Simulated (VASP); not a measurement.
Level of theory: PBEsol GGA, VASP's PBE PAW potentials (set 64) (plane waves; VASP).

A VASP calculation is set up with these files.

INCAR:
```
# general
SYSTEM = KCl(110) slab
PREC   = Normal
ENCUT  = 400
LREAL  = .False.
LASPH  = .True.

# electronic loop
EDIFF  = 1E-6
NELM   = 100
NELMIN = 4
ALGO   = Normal

# smearing
ISMEAR = 0
SIGMA  = 0.05

# functional
GGA    = PS

# output
LWAVE  = .False.
LCHARG = .False.
LORBIT = 11
LVHAR  = .True.

# other
LDIPOL = .True.
IDIPOL = 3
DIPOL  = 0.5 0.5 0.5
```

KPOINTS:
```
K-points
0
Gamma
 5 3 1
```

File POSCAR:
```
KCl(110) slab
1
    4.4182385464     0.0000000000     0.0000000000
    0.0000000000     6.2483323875     0.0000000000
    0.0000000000     0.0000000000    28.1553483204
K Cl
6 6
Direct
  0.0000000000   0.0000000000   0.3066845475
  0.5000000000   0.5000000000   0.3800413960
  0.0000000000   0.0000000000   0.4610755200
  0.5000000000   0.5000000000   0.5389244800
  0.0000000000   0.0000000000   0.6199586040
  0.5000000000   0.5000000000   0.6933154525
  0.5000000000   0.0000000000   0.3802196599
  0.0000000000   0.5000000000   0.3047221003
  0.5000000000   0.0000000000   0.5387012611
  0.0000000000   0.5000000000   0.4612987389
  0.5000000000   0.0000000000   0.6952778997
  0.0000000000   0.5000000000   0.6197803401
```

POTCAR, in this order: K_sv Cl (PBE.64 set). Program: vasp_std. Read from the step before: WAVECAR.

Output

**OUTCAR**
```
 ion  position               nearest neighbor table
   1  0.000  0.000  0.307-   7 3.03   7 3.03   8 3.12   8 3.12
   2  0.500  0.500  0.380-   8 3.06   8 3.06   7 3.12   7 3.12  10 3.18  10 3.18
   3  0.000  0.000  0.461-   9 3.11   9 3.11  10 3.12  10 3.12   7 3.17   7 3.17
   4  0.500  0.500  0.539-  10 3.11  10 3.11   9 3.12   9 3.12  12 3.17  12 3.17
   5  0.000  0.000  0.620-  11 3.06  11 3.06  12 3.12  12 3.12   9 3.18   9 3.18
   6  0.500  0.500  0.693-  12 3.03  12 3.03  11 3.12  11 3.12
   7  0.500  0.000  0.380-   1 3.03   1 3.03   2 3.12   2 3.12   3 3.17   3 3.17
   8  0.000  0.500  0.305-   2 3.06   2 3.06   1 3.12   1 3.12
   9  0.500  0.000  0.539-   3 3.11   3 3.11   4 3.12   4 3.12   5 3.18   5 3.18
  10  0.000  0.500  0.461-   4 3.11   4 3.11   3 3.12   3 3.12   2 3.18   2 3.18
  11  0.500  0.000  0.695-   5 3.06   5 3.06   6 3.12   6 3.12
  12  0.000  0.500  0.620-   6 3.03   6 3.03   5 3.12   5 3.12   4 3.17   4 3.17
  LATTYP: Found a simple orthorhombic cell.
 ALAT       =     4.4182385464
 B/A-ratio  =     1.4142134522
 C/A-ratio  =     6.3725278807
 Subroutine PRICEL returns:
 Original cell was already a primitive cell.
 Subroutine GETGRP returns: Found  8 space group operations
The static configuration has the point symmetry C_2v.
 The point group associated with its full space group is D_2h.
The dynamic configuration has the point symmetry C_2v.
 Subroutine INISYM returns: Found  8 space group operations
 Subroutine IBZKPT returns following result:
 Found      6 irreducible k-points:

 Following reciprocal coordinates:
            Coordinates               Weight
  0.000000  0.000000  0.000000      1.000000
  0.200000  0.000000  0.000000      2.000000
  0.400000  0.000000  0.000000      2.000000
  0.000000  0.333333  0.000000      2.000000
  0.200000  0.333333  0.000000      4.000000
  0.400000  0.333333  0.000000      4.000000
   k-points           NKPTS =      6   k-points in BZ     NKDIM =      6   number of bands    NBANDS=     57
   number of dos      NEDOS =    301   number of ions     NIONS =     12
   total plane-waves  NPLWV = 107520
   dimension x,y,z NGX =    24 NGY =   32 NGZ =  140
   dimension x,y,z NGXF=    48 NGYF=   64 NGZF=  280
...
```

**OSZICAR**
```
       N       E                     dE             d eps       ncg     rms          rms(c)
DAV:   1    -0.411966089305E+02   -0.41197E+02   -0.67680E-05   734   0.416E-02    0.979E-03
DAV:   2    -0.411966072513E+02    0.16791E-05   -0.20543E-05   792   0.191E-02    0.551E-03
DAV:   3    -0.411966059560E+02    0.12953E-05   -0.31971E-06   664   0.697E-03    0.320E-03
DAV:   4    -0.411966049351E+02    0.10209E-05   -0.95258E-07   479   0.534E-03    0.169E-03
DAV:   5    -0.411966043498E+02    0.58531E-06   -0.81221E-07   472   0.445E-03
   1 F= -.41196604E+02 E0= -.41196604E+02  d E =-.597831E-21
```

File OUTCAR:
```
------------------------ aborting loop because EDIFF is reached ----------------------------------------
  FORCE on cell =-STRESS in cart. coord.  units (eV):
  Direction    XX          YY          ZZ          XY          YZ          ZX
  --------------------------------------------------------------------------------------
  Total        0.9561252     -2.4305308     -0.3788413      0.0000000      0.0000000      0.0000000
  in kB        1.9708391     -5.0099976     -0.7808970      0.0000000      0.0000000      0.0000000
  external PRESSURE =      -1.2733518 kB  Pullay stress =       0.0000000 kB
  volume of cell :      777.27
      direct lattice vectors                 reciprocal lattice vectors
     4.418238546  0.000000000  0.000000000     0.226334542  0.000000000  0.000000000
     0.000000000  6.248332387  0.000000000     0.000000000  0.160042702  0.000000000
     0.000000000  0.000000000 28.155348320     0.000000000  0.000000000  0.035517231
 POSITION                                       TOTAL-FORCE (eV/Angst)
 -----------------------------------------------------------------------------------
      0.00000      0.00000      8.63481         0.000000      0.000000      0.011730
      2.20912      3.12417     10.70020         0.000000      0.000000     -0.017745
      0.00000      0.00000     12.98174         0.000000      0.000000     -0.007185
      2.20912      3.12417     15.17361         0.000000      0.000000      0.007185
      0.00000      0.00000     17.45515         0.000000      0.000000      0.017745
      2.20912      3.12417     19.52054         0.000000      0.000000     -0.011730
      2.20912      0.00000     10.70522         0.000000      0.000000      0.025445
      0.00000      3.12417      8.57956         0.000000      0.000000      0.015028
      2.20912      0.00000     15.16732         0.000000      0.000000      0.018946
      0.00000      3.12417     12.98803         0.000000      0.000000     -0.018946
      2.20912      0.00000     19.57579         0.000000      0.000000     -0.015028
      0.00000      3.12417     17.45013         0.000000      0.000000     -0.025445
 -----------------------------------------------------------------------------------
    total drift:                                0.000000      0.000000      0.000000
  FREE ENERGIE OF THE ION-ELECTRON SYSTEM (eV)
  ---------------------------------------------------
  free  energy   TOTEN  =       -41.1966043498 eV

  energy  without entropy=      -41.1966043498  energy(sigma->0) =      -41.19660435

 total charge

# of ion       s       p       d       tot
------------------------------------------
    1        1.955   5.566   0.025   7.546
    2        1.957   5.569   0.028   7.554
    3        1.956   5.568   0.026   7.551
    4        1.956   5.568   0.026   7.551
    5        1.957   5.569   0.028   7.554
    6        1.955   5.566   0.025   7.546
    7        1.578   3.545   0.000   5.123
    8        1.578   3.527   0.000   5.106
    9        1.578   3.540   0.000   5.118
   10        1.578   3.540   0.000   5.118
   11        1.578   3.527   0.000   5.106
   12        1.578   3.545   0.000   5.123
--------------------------------------------------
tot         21.205  54.630   0.160  75.995
```
(Selected blocks of OUTCAR.)

The cell is a thin slab with vacuum, built from KCl (rock salt): (110) face.
